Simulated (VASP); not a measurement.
Consider the following.

```yaml
crystal:
  lattice:
    - [4.15896, 0.00000, 0.00000]
    - [0.00000, 4.15896, 0.00000]
    - [0.00000, 0.00000, 4.15896]
  atoms:
    - { symbol: Cs, position: [0.00000, 0.00000, 0.00000] }
    - { symbol: Cl, position: [0.50000, 0.50000, 0.50000] }
```

Level of theory: AM05 GGA, VASP's PBE PAW potentials (set 64) (plane waves; VASP 6.6.1). Numerical set-up: 520 eV cut-off, Gaussian smearing of 0.050 eV, potentials Cs_sv Cl.

Unless said otherwise, spin-orbit coupling is left out, though it shifts the bands of the heavy elements here.

### Question
What does the run give for the band gap (along the path) with the smallest direct gap where there is one?

### Answer

| Quantity | Value |
|---|---|
| band gap (along the path) | 5.11 eV |
| smallest direct gap (along the path) | 5.11 eV |

The compound is CsCl in the CsCl type structure. It was relaxed first.
